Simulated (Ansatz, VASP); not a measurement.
# HfTi2 (HfTi2 in the C11b ordering): VASP beside Ansatz, part 2 of 2

Aim: how closely do two programs agree when they are given the same cell, functional and k mesh? The cell is generated by rule, not measured, and may not be a known phase. The cell is taken from a series of runs on this material, whose earlier steps may have relaxed, scaled, displaced or heated it; both programs get it as it stands.

VASP 6.6.1 and Ansatz 0.2.0.

So far: Starting point; Ansatz: zone-centre phonons, PBE.

### 3. VASP: zone-centre phonons, PBE

Level of this step: PBE; plane waves and PAW (Hf_pv, Ti_sv); invented cell (VASP).

The same cell, functional, mesh and smearing now go to VASP, with its own data sets.

Lines of VASP's logs that name or quote its potential files are left out, and so is its time.

Input file INCAR:

```
SYSTEM = HfTi2
PREC = Accurate
ENCUT = 500
EDIFF = 1E-08
NELM = 120
ISMEAR = 1
SIGMA = 0.2
LREAL = .FALSE.
ALGO = Normal
GGA = PE
NBANDS = 23
LASPH = .TRUE.
LORBIT = 11
LWAVE = .FALSE.
LCHARG = .FALSE.
ISIF = 2
IBRION = 8
GGA_COMPAT = .FALSE.
KPAR = 2
```

Input file POSCAR:

```
HfTi2
1.0
    3.4527115490      0.0000000000     -0.0000017042
    0.0000000000      3.4527115490     -0.0000017042
    1.7263581436      1.7263581436      4.7998807503
Hf Ti
1 2
Direct
    0.0000000000      0.0000000000      0.0000000000
    0.6881967104      0.6881967104      0.6236065791
    0.3118032895      0.3118032895      0.3763934209
```

Input file KPOINTS:

```
Automatic mesh
0
Gamma
6 6 6
0 0 0
```

PAW data sets: Hf_pv and Ti_sv (PBE family, release 64).

The run is started by

```bash
> mpirun -np 2 vasp_std
```

Numbers of over 12 decimals in the logs are rounded to 6 here.

The log of the run:

```text
[banner, memory and clock lines left out]
running    2 mpi-ranks, on    1 nodes
 distrk:  each k-point on    1 cores,    2 groups
 distr:  one band on    1 cores,    1 groups

 POSCAR found type information on POSCAR HfTi
 POSCAR found :  2 types and       3 ions
 LDA part: xc-table for (Slater+PW92), standard interpolation
 POSCAR, INCAR and KPOINTS ok, starting setup
 FFT: planning ... GRIDC
 FFT: planning ... GRID_SOFT
 FFT: planning ... GRID
 WAVECAR not read
 entering main loop
       N       E                     dE             d eps       ncg     rms          rms(c)
DAV:   1     0.348980262734E+03    0.34898E+03   -0.17663E+04  1388   0.165E+03
DAV:   2     0.110140978509E+02   -0.33797E+03   -0.33163E+03  1429   0.488E+02
DAV:   3    -0.246184200379E+02   -0.35633E+02   -0.34514E+02  2660   0.126E+02
DAV:   4    -0.275530224884E+02   -0.29346E+01   -0.29104E+01  1871   0.302E+01
DAV:   5    -0.277406504820E+02   -0.18763E+00   -0.18760E+00  2092   0.654E+00    0.538E+01
DAV:   6    -0.260137928271E+02    0.17269E+01   -0.14641E+01  1935   0.319E+01    0.171E+01
DAV:   7    -0.265027313952E+02   -0.48894E+00   -0.15767E+01  1919   0.191E+01    0.259E+01
DAV:   8    -0.253072408966E+02    0.11955E+01   -0.76280E+00  1949   0.216E+01    0.612E+00
DAV:   9    -0.253417039396E+02   -0.34463E-01   -0.34530E-01  2145   0.380E+00    0.174E+00
DAV:  10    -0.253361962669E+02    0.55077E-02   -0.33576E-02  2008   0.933E-01    0.570E-01
DAV:  11    -0.253367084729E+02   -0.51221E-03   -0.10157E-02  1839   0.845E-01    0.586E-01
DAV:  12    -0.253364350988E+02    0.27337E-03   -0.15579E-03  1965   0.313E-01    0.105E-01
DAV:  13    -0.253364399745E+02   -0.48757E-05   -0.64220E-05  2104   0.641E-02    0.402E-02
DAV:  14    -0.253364426788E+02   -0.27043E-05   -0.11069E-05  2232   0.237E-02    0.120E-02
DAV:  15    -0.253364413276E+02    0.13513E-05   -0.35781E-06  2078   0.125E-02    0.536E-03
DAV:  16    -0.253364411305E+02    0.19708E-06   -0.14610E-06  1913   0.667E-03    0.386E-03
DAV:  17    -0.253364410691E+02    0.61366E-07   -0.52932E-08  1534   0.212E-03    0.824E-04
DAV:  18    -0.253364411082E+02   -0.39076E-07   -0.12661E-08  1255   0.954E-04    0.347E-04
DAV:  19    -0.253364411115E+02   -0.32524E-08   -0.26747E-09  1194   0.478E-04
   1 F= -.25336441E+02 E0= -.25338678E+02  d E =0.671200E-02
 Linear response reoptimize wavefunctions to high precision
DAV:   1    -0.253364411156E+02   -0.41409E-08   -0.84181E-10  1166   0.284E-04
DAV:   2    -0.253364411156E+02    0.72760E-11   -0.27774E-10  1173   0.135E-04
 Linear response DOF=           4
 Linear response progress:
  Degree of freedom:   1/  4
       N       E                     dE             d eps       ncg     rms          rms(c)
RMM:   1    -0.216905518678E+00   -0.21691E+00    0.39204E+00  2522   0.856E+00
RMM:   2    -0.222047139381E+00   -0.51416E-02   -0.40541E-02  3669   0.939E-01    0.467E-01
RMM:   3    -0.222071902369E+00   -0.24763E-04   -0.76999E-03  4726   0.270E-01    0.112E-01
RMM:   4    -0.221908057553E+00    0.16384E-03   -0.15515E-03  4972   0.115E-01    0.123E-01
RMM:   5    -0.221591221953E+00    0.31684E-03   -0.65032E-04  4673   0.729E-02    0.306E-02
RMM:   6    -0.221520544892E+00    0.70677E-04   -0.29440E-04  5024   0.444E-02    0.873E-03
RMM:   7    -0.221519292978E+00    0.12519E-05   -0.15963E-04  4863   0.281E-02    0.944E-03
RMM:   8    -0.221515244737E+00    0.40482E-05   -0.82907E-05  4886   0.199E-02    0.394E-03
RMM:   9    -0.221515929657E+00   -0.68492E-06   -0.10024E-04  5031   0.144E-02    0.179E-03
RMM:  10    -0.221519653197E+00   -0.37235E-05   -0.12221E-04  5002   0.106E-02    0.143E-03
RMM:  11    -0.221520857689E+00   -0.12045E-05   -0.10148E-04  4962   0.823E-03    0.749E-04
RMM:  12    -0.221521447610E+00   -0.58992E-06   -0.72682E-05  4976   0.643E-03    0.391E-04
RMM:  13    -0.221521867009E+00   -0.41940E-06   -0.61463E-05  5065   0.513E-03    0.334E-04
RMM:  14    -0.221522345234E+00   -0.47823E-06   -0.43305E-05  4853   0.413E-03    0.267E-04
RMM:  15    -0.221522570646E+00   -0.22541E-06   -0.36727E-05  5210   0.335E-03    0.455E-04
RMM:  16    -0.221522571175E+00   -0.52892E-09   -0.26670E-05  4654   0.281E-03    0.103E-03
RMM:  17    -0.221522741395E+00   -0.17022E-06   -0.23097E-05  4770   0.231E-03    0.992E-04
RMM:  18    -0.221522841185E+00   -0.99791E-07   -0.17745E-05  5044   0.192E-03    0.110E-03
RMM:  19    -0.221522950192E+00   -0.10901E-06   -0.14903E-05  4903   0.162E-03    0.113E-03
 first order change of Fermi-energy  -0.77705E-03
 force on displaced ion       1 direction 1 :  -1.622  -0.000   0.000
 Linear response progress:
  Degree of freedom:   2/  4
       N       E                     dE             d eps       ncg     rms          rms(c)
RMM:   1    -0.230881683689E+00   -0.23088E+00    0.44623E+00  1830   0.905E+00
RMM:   2    -0.238791796248E+00   -0.79101E-02   -0.46494E-02  2457   0.107E+00    0.659E-01
RMM:   3    -0.239761296135E+00   -0.96950E-03   -0.11305E-02  2476   0.602E-01    0.333E-01
RMM:   4    -0.238418584350E+00    0.13427E-02   -0.65718E-03  2325   0.518E-01    0.216E-01
RMM:   5    -0.237983198826E+00    0.43539E-03   -0.13697E-03  2644   0.178E-01    0.171E-01
RMM:   6    -0.237698336782E+00    0.28486E-03   -0.53832E-04  2987   0.912E-02    0.591E-02
RMM:   7    -0.237527451018E+00    0.17089E-03   -0.17831E-04  2781   0.621E-02    0.282E-02
RMM:   8    -0.237530744434E+00   -0.32934E-05   -0.76601E-05  3208   0.305E-02    0.141E-02
RMM:   9    -0.237521086610E+00    0.96578E-05   -0.14121E-05  3117   0.180E-02    0.656E-03
RMM:  10    -0.237517514035E+00    0.35726E-05    0.40234E-05  2963   0.132E-02    0.233E-03
RMM:  11    -0.237520924309E+00   -0.34103E-05    0.21304E-05  3176   0.897E-03    0.340E-03
RMM:  12    -0.237521718096E+00   -0.79379E-06    0.18588E-05  3209   0.631E-03    0.183E-03
RMM:  13    -0.237521530288E+00    0.18781E-06    0.17136E-05  3240   0.461E-03    0.102E-03
RMM:  14    -0.237520687714E+00    0.84257E-06    0.39808E-06  3065   0.353E-03    0.168E-04
RMM:  15    -0.237520261865E+00    0.42585E-06    0.25962E-07  3226   0.270E-03    0.219E-04
RMM:  16    -0.237520196583E+00    0.65282E-07   -0.37105E-06  3277   0.208E-03    0.225E-04
RMM:  17    -0.237520017806E+00    0.17878E-06   -0.37143E-06  3164   0.164E-03    0.247E-04
RMM:  18    -0.237520184419E+00   -0.16661E-06   -0.41813E-06  3149   0.133E-03    0.169E-04
RMM:  19    -0.237520135464E+00    0.48955E-07   -0.42144E-06  3244   0.108E-03    0.150E-04
RMM:  20    -0.237520174273E+00   -0.38809E-07   -0.37508E-06  3124   0.904E-04    0.251E-04
RMM:  21    -0.237520186145E+00   -0.11872E-07   -0.35349E-06  3129   0.765E-04    0.173E-04
RMM:  22    -0.237520189320E+00   -0.31743E-08   -0.28704E-06  3329   0.657E-04    0.178E-04
RMM:  23    -0.237520211519E+00   -0.22199E-07   -0.25863E-06  3135   0.573E-04    0.150E-04
RMM:  24    -0.237520226119E+00   -0.14601E-07   -0.20665E-06  3353   0.507E-04    0.155E-04
 first order change of Fermi-energy   0.77263E-04
 force on displaced ion       1 direction 3 :  -0.000  -0.000  -8.127
 Linear response progress:
  Degree of freedom:   3/  4
       N       E                     dE             d eps       ncg     rms          rms(c)
RMM:   1    -0.628004977151E+00   -0.62800E+00    0.32297E+01  3134   0.130E+02
RMM:   2    -0.592769399722E+00    0.35236E-01   -0.36875E-01  5559   0.414E+00    0.259E-01
RMM:   3    -0.590816252598E+00    0.19531E-02   -0.21442E-02  6733   0.108E+00    0.126E-01
RMM:   4    -0.591899049546E+00   -0.10828E-02   -0.12250E-02  7594   0.496E-01    0.364E-02
RMM:   5    -0.592902245501E+00   -0.10032E-02   -0.18446E-03  7583   0.195E-01    0.130E-02
RMM:   6    -0.593175389629E+00   -0.27314E-03   -0.88299E-04  7724   0.105E-01    0.156E-02
RMM:   7    -0.593318398722E+00   -0.14301E-03   -0.16516E-04  7189   0.488E-02    0.101E-02
RMM:   8    -0.593743847317E+00   -0.42545E-03   -0.80772E-05  7357   0.308E-02    0.320E-03
RMM:   9    -0.593800875194E+00   -0.57028E-04   -0.55247E-05  7693   0.158E-02    0.140E-03
RMM:  10    -0.593791133315E+00    0.97419E-05   -0.26108E-05  7725   0.909E-03    0.861E-04
RMM:  11    -0.593800162057E+00   -0.90287E-05   -0.30512E-05  7677   0.550E-03    0.724E-04
RMM:  12    -0.593818706523E+00   -0.18544E-04   -0.18649E-05  7429   0.372E-03    0.234E-04
RMM:  13    -0.593826371951E+00   -0.76654E-05   -0.20774E-05  7659   0.256E-03    0.118E-04
RMM:  14    -0.593828906795E+00   -0.25348E-05   -0.14253E-05  7781   0.181E-03    0.873E-05
RMM:  15    -0.593828927595E+00   -0.20799E-07   -0.12655E-05  7744   0.137E-03    0.388E-05
RMM:  16    -0.593827642463E+00    0.12851E-05   -0.96154E-06  7605   0.110E-03    0.209E-05
RMM:  17    -0.593827826250E+00   -0.18379E-06   -0.75300E-06  7406   0.931E-04    0.109E-05
RMM:  18    -0.593828055890E+00   -0.22964E-06   -0.72994E-06  7847   0.807E-04    0.970E-06
RMM:  19    -0.593828154786E+00   -0.98896E-07   -0.48705E-06  7580   0.719E-04    0.758E-06
RMM:  20    -0.593828174058E+00   -0.19272E-07   -0.46978E-06  7845   0.654E-04    0.136E-05
RMM:  21    -0.593828184002E+00   -0.99432E-08   -0.37626E-06  7510   0.607E-04    0.218E-05
RMM:  22    -0.593828217907E+00   -0.33905E-07   -0.37316E-06  7522   0.569E-04    0.206E-05
RMM:  23    -0.593828225272E+00   -0.73648E-08   -0.29375E-06  7857   0.536E-04    0.221E-05
RMM:  24    -0.593828235496E+00   -0.10224E-07   -0.21937E-06  7792   0.508E-04    0.245E-05
 first order change of Fermi-energy   0.36536E-04
 force on displaced ion       2 direction 1 :  -7.028   0.000   0.001
 Linear response progress:
  Degree of freedom:   4/  4
       N       E                     dE             d eps       ncg     rms          rms(c)
RMM:   1    -0.679491581540E+00   -0.67949E+00    0.32277E+01  1409   0.129E+02
RMM:   2    -0.644649679274E+00    0.34842E-01   -0.33656E-01  2350   0.396E+00    0.377E-01
RMM:   3    -0.643143511540E+00    0.15062E-02   -0.28041E-02  2517   0.127E+00    0.385E-01
RMM:   4    -0.643283489049E+00   -0.13998E-03   -0.15181E-02  2475   0.756E-01    0.169E-01
RMM:   5    -0.643823784211E+00   -0.54030E-03   -0.44183E-03  2885   0.347E-01    0.842E-02
RMM:   6    -0.644400729804E+00   -0.57695E-03   -0.17516E-03  2942   0.196E-01    0.346E-02
RMM:   7    -0.644706501791E+00   -0.30577E-03   -0.45257E-04  3255   0.920E-02    0.162E-02
RMM:   8    -0.645091364584E+00   -0.38486E-03   -0.13316E-04  3304   0.459E-02    0.644E-03
RMM:   9    -0.645254266001E+00   -0.16290E-03   -0.44802E-05  3259   0.245E-02    0.194E-03
RMM:  10    -0.645289135356E+00   -0.34869E-04   -0.16347E-05  3196   0.133E-02    0.150E-03
RMM:  11    -0.645307112744E+00   -0.17977E-04   -0.10161E-05  3299   0.760E-03    0.834E-04
RMM:  12    -0.645324794173E+00   -0.17681E-04   -0.54476E-06  3210   0.462E-03    0.143E-04
RMM:  13    -0.645325546112E+00   -0.75194E-06   -0.34670E-06  3397   0.296E-03    0.117E-04
RMM:  14    -0.645324464284E+00    0.10818E-05   -0.31744E-06  3284   0.198E-03    0.107E-04
[...]
RMM:  23    -0.645326255296E+00   -0.22208E-07   -0.40950E-07  3340   0.500E-04    0.567E-05
RMM:  24    -0.645326280768E+00   -0.25472E-07   -0.30220E-07  3356   0.475E-04    0.670E-05
RMM:  25    -0.645326249433E+00    0.31335E-07   -0.43476E-07  3256   0.457E-04    0.753E-05
RMM:  26    -0.645326358735E+00   -0.10930E-06   -0.34753E-07  3494   0.478E-04    0.574E-05
RMM:  27    -0.645326437898E+00   -0.79163E-07   -0.30874E-07  3315   0.425E-04    0.468E-05
RMM:  28    -0.645326499503E+00   -0.61605E-07   -0.23046E-07  3394   0.408E-04    0.574E-05
RMM:  29    -0.645326510971E+00   -0.11468E-07   -0.23508E-07  3238   0.392E-04    0.443E-05
RMM:  30    -0.645326485882E+00    0.25089E-07   -0.15081E-07  3242   0.382E-04    0.494E-05
 first order change of Fermi-energy   0.17393E+00
 force on displaced ion       2 direction 3 :  -0.000  -0.000  -6.274
 Linear response finished
```

Parts of OUTCAR (step 3):

```text
ion  position               nearest neighbor table
   1  0.000  0.000  0.000-   2 2.99   3 2.99   3 3.04   2 3.04   2 3.04   2 3.04   3 3.04   3 3.04
                             2 3.04   3 3.04
   2  0.688  0.688  0.624-   3 2.71   3 2.71   3 2.71   3 2.71   1 2.99   1 3.04   1 3.04   1 3.04
                             1 3.04
   3  0.312  0.312  0.376-   2 2.71   2 2.71   2 2.71   2 2.71   1 2.99   1 3.04   1 3.04   1 3.04
                             1 3.04

  LATTYP: Found a body centered tetragonal cell.
 ALAT       =     3.4527115490
 C/A-ratio  =     2.7803553157

 Subroutine GETGRP returns: Found 16 space group operations
 (whereof 16 operations were pure point group operations)

The static configuration has the point symmetry D_4h.

 Found     30 irreducible k-points:

   k-points           NKPTS =     30   k-points in BZ     NKDIM =     30   number of bands    NBANDS=     23

   dimension x,y,z NGX =    28 NGY =   28 NGZ =   40
   dimension x,y,z NGXF=    56 NGYF=   56 NGZF=   80

   ENCUT  =  500.0 eV  36.75 Ry    6.06 a.u.   6.30  6.30  9.82*2*pi/ulx,y,z

   NELECT =      34.0000    total number of electrons

 k-points in reciprocal lattice and weights: Automatic mesh
   0.00000000  0.00000000  0.00000000       0.005
   0.16666667 -0.00000000 -0.00000000       0.037
   0.33333333 -0.00000000 -0.00000000       0.037
   0.50000000 -0.00000000 -0.00000000       0.019
   0.16666667  0.16666667 -0.00000000       0.037
   0.33333333  0.16666667 -0.00000000       0.074
   0.50000000  0.16666667  0.00000000       0.074
  -0.33333333  0.16666667  0.00000000       0.074
  -0.16666667  0.16666667  0.00000000       0.019
[...]
-0.16666667 -0.16666667  0.33333333       0.019
   0.00000000  0.00000000  0.50000000       0.005

 average (electrostatic) potential at core
       1 -35.4160       2 -73.6801       3 -73.6801

  Total       -0.1142900     -0.1142900     -0.2915914     -0.0000000     -0.0000001     -0.0000001
  in kB       -3.2001303     -3.2001303     -8.1645860     -0.0000000     -0.0000025     -0.0000025
  external PRESSURE =      -4.8549489 kB  Pullay stress =       0.0000000 kB

  energy-cutoff  :      500.00
  volume of cell :       57.22
      direct lattice vectors                 reciprocal lattice vectors
     3.452711549  0.000000000 -0.000001704     0.289627387 -0.000000051 -0.104169361
     0.000000000  3.452711549 -0.000001704    -0.000000051  0.289627387 -0.104169361
     1.726358144  1.726358144  4.799880750     0.000000103  0.000000103  0.208338435

 POSITION                                       TOTAL-FORCE (eV/Angst)
 -----------------------------------------------------------------------------------
      0.00000      0.00000      0.00000        -0.000000     -0.000000      0.000000
      3.45271      3.45271      2.99323        -0.000000     -0.000000     -0.017832
      1.72636      1.72636      1.80664         0.000000      0.000000      0.017832
 -----------------------------------------------------------------------------------
    total drift:                                0.000001      0.000001     -0.000000

 Eigenvectors and eigenvalues of the dynamical matrix
 ----------------------------------------------------

   1 f  =    8.234783 THz    51.740669 2PiTHz  274.682802 cm-1    34.056312 meV
             X         Y         Z           dx          dy          dz
      0.000000  0.000000  0.000000    -0.000000   -0.000000   -0.000000
      3.452713  3.452713  2.993235     0.499685    0.500314   -0.000000
      1.726357  1.726357  1.806642    -0.499685   -0.500314    0.000000

   2 f  =    8.234783 THz    51.740669 2PiTHz  274.682802 cm-1    34.056312 meV
             X         Y         Z           dx          dy          dz
      0.000000  0.000000  0.000000    -0.000000    0.000000   -0.000000
      3.452713  3.452713  2.993235    -0.500314    0.499685    0.000000
      1.726357  1.726357  1.806642     0.500314   -0.499685   -0.000000

   3 f  =    6.580589 THz    41.347063 2PiTHz  219.504837 cm-1    27.215119 meV
             X         Y         Z           dx          dy          dz
      0.000000  0.000000  0.000000    -0.000000    0.000000   -0.000000
      3.452713  3.452713  2.993235    -0.000000   -0.000000   -0.707107
      1.726357  1.726357  1.806642     0.000000    0.000000    0.707107

   4 f  =    5.645299 THz    35.470461 2PiTHz  188.306910 cm-1    23.347071 meV
             X         Y         Z           dx          dy          dz
      0.000000  0.000000  0.000000     0.000000    0.000000    0.590894
      3.452713  3.452713  2.993235    -0.000000   -0.000000   -0.570458
      1.726357  1.726357  1.806642    -0.000000   -0.000000   -0.570458

   5 f  =    2.481801 THz    15.593613 2PiTHz   82.783957 cm-1    10.263898 meV
             X         Y         Z           dx          dy          dz
      0.000000  0.000000  0.000000    -0.424020   -0.425264    0.000000
      3.452713  3.452713  2.993235     0.399213    0.400385   -0.000000
      1.726357  1.726357  1.806642     0.399213    0.400385   -0.000000

   6 f  =    2.481801 THz    15.593613 2PiTHz   82.783957 cm-1    10.263898 meV
             X         Y         Z           dx          dy          dz
      0.000000  0.000000  0.000000     0.425264   -0.424020   -0.000000
      3.452713  3.452713  2.993235    -0.400385    0.399213    0.000000
      1.726357  1.726357  1.806642    -0.400385    0.399213    0.000000

   7 f/i=    0.000086 THz     0.000542 2PiTHz    0.002880 cm-1     0.000357 meV
             X         Y         Z           dx          dy          dz
      0.000000  0.000000  0.000000     0.000000    0.000000    0.806749
      3.452713  3.452713  2.993235     0.000000    0.000000    0.417825
      1.726357  1.726357  1.806642     0.000000    0.000000    0.417825

   8 f/i=    0.029753 THz     0.186946 2PiTHz    0.992464 cm-1     0.123050 meV
             X         Y         Z           dx          dy          dz
      0.000000  0.000000  0.000000     0.739227    0.304796   -0.000001
      3.452713  3.452713  2.993235     0.392581    0.161868   -0.000000
      1.726357  1.726357  1.806642     0.392581    0.161868   -0.000000

   9 f/i=    0.029753 THz     0.186946 2PiTHz    0.992464 cm-1     0.123050 meV
             X         Y         Z           dx          dy          dz
      0.000000  0.000000  0.000000    -0.304796    0.739227   -0.000000
      3.452713  3.452713  2.993235    -0.161868    0.392581   -0.000000
      1.726357  1.726357  1.806642    -0.161868    0.392581   -0.000000

 ELASTIC MODULI CONTR FROM IONIC RELAXATION (kBar)
 Direction    XX          YY          ZZ          XY          YZ          ZX
 --------------------------------------------------------------------------------
 XX          -4.9893     -4.9893     30.2989      0.0000      0.0000      0.0000
 YY          -4.9893     -4.9893     30.2989      0.0000      0.0000      0.0000
 ZZ          30.2989     30.2989   -183.9978     -0.0000     -0.0001     -0.0001
 XY           0.0000      0.0000     -0.0000     -0.0000     -0.0000     -0.0000
 YZ           0.0000      0.0000     -0.0001     -0.0000     -5.5650     -0.0000
 ZX           0.0000      0.0000     -0.0001     -0.0000     -0.0000     -1.1364
 --------------------------------------------------------------------------------
```

### 4. Differences

Known differences besides the potentials themselves: VASP's run holds the zone centre alone; the data sets hold 50 valence electrons in Ansatz (on its default PAW (the set named soft_2) files) and 34 in VASP; the cutoff is 420 eV in Ansatz and 500 eV in VASP. Total energies have different zeros and are not compared.

The two programs side by side:

| quantity | Ansatz | VASP | difference |
| --- | --- | --- | --- |
| optical mode 1 to 2 (cm⁻¹) | 82.1 | 82.8 | -0.83 % |
| optical mode 3 (cm⁻¹) | 189.3 | 188.3 | +0.53 % |
| optical mode 4 (cm⁻¹) | 219.5 | 219.5 | +0.01 % |
| optical mode 5 to 6 (cm⁻¹) | 274.2 | 274.7 | -0.17 % |

Modes are paired by rising frequency, not by their patterns, so a pair may set unlike modes beside each other; they are those without the splitting of longitudinal modes.

### 5. Summary of results

| Quantity | Value |
| --- | --- |
| r.m.s. difference of the optical zone-centre modes, each program's sorted by frequency (zone-centre phonons, PBE) | 0.63 cm⁻¹ |
| difference in optical mode 1 to 2 (zone-centre phonons, PBE) | -0.8 % |

What this shows: The r.m.s. difference of the optical zone-centre modes, each program's sorted by frequency is 0.63 cm⁻¹ (zone-centre phonons, PBE). The data sets hold unlike numbers of valence electrons (50 in Ansatz and 34 in VASP), so part of the differences comes from the potentials. Among the rows given in per cent, the largest difference of the zone-centre phonons, PBE pair is in optical mode 1 to 2, -0.8 %. Such differences can come from data sets, numerical settings and the points named under the comparisons, not from the functional's error against experiment.

[Lines on the potential files, build, host, timing and source positions are cut from VASP's logs without a mark.]

[Logs are printed without paths, hosts, clocks, repeated set-up lines and the standing remarks that a program may print on its own settings, such as how far it seeks lower states.]

[Hosts, paths, dates, database ids (printed as entryN), source tags and the programs' standing remarks are cut or masked in the printed files.]
